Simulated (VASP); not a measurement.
Input:

```yaml
crystal:
  lattice:
    - [-1.74500, 1.74500, 1.74500]
    - [1.74500, -1.74500, 1.74500]
    - [1.74500, 1.74500, -1.74500]
  atoms:
    - { symbol: Li, position: [0.00000, 0.00000, 0.00000] }
```
Cell charge -0.5.

Calculation: PBE GGA, VASP's PBE PAW potentials (set 64) (plane waves; VASP). Run with NELECT = 3.5, 520 eV cut-off, 13×13×13 Γ-centred mesh, Gaussian smearing of 0.050 eV, potentials Li_sv.

The cell is charged, with a uniform compensating background.

### Question
Give the stress tensor in GPa (positive for a compressed cell).

### Answer

```
9.65  0.00  0.00
0.00  9.65  0.00
0.00  0.00  9.65
```
The pressure is its mean diagonal, 9.65 GPa.

The compound is Li in the bcc structure. The cell was not relaxed at this level. The run is one of a series of settings (ISMEAR = 0, NELECT = 3.5, SIGMA = 0.05 against the base run), some of them coarse on purpose.
